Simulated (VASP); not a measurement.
```xyz
3
Lattice="0.0000 2.9420 2.9420 2.9420 0.0000 2.9420 2.9420 2.9420 0.0000" Properties=species:S:1:pos:R:3 pbc="T T T"
Pb     2.9420     2.9420     5.8841
F      1.4710     1.4710     1.4710
F      4.4131     4.4131     4.4131
```

Level of theory: MS2 meta-GGA, VASP's PBE PAW potentials (set 64) (plane waves; VASP 6.6.1). Run with 520 eV cut-off, 6×6×6 Γ-centred mesh, Gaussian smearing of 0.050 eV, potentials Pb_d F.

### Question
The ions, cell shape and volume are relaxed. Give the cell that the relaxation ends in.

### Answer

```xyz
3
Lattice="0.0000 2.9543 2.9543 2.9543 0.0000 2.9543 2.9543 2.9543 0.0000" Properties=species:S:1:pos:R:3 pbc="T T T"
Pb     0.0000     0.0000     0.0000
F      1.4772     1.4772     1.4772
F      4.4315     4.4315     4.4315
```
Space group Fm-3m (225), at a tolerance of 0.03 Å.

### Question
How do energy and volume change from the first to the last step?

### Answer
The energy (σ→0) changes by -0.7 meV/atom and the volume by +1.3 %, in 3 ionic steps.

The compound is PbF2 in the fluorite structure, the β form. This run relaxes it. Symmetry was kept, so distortions that lower it aren't found.
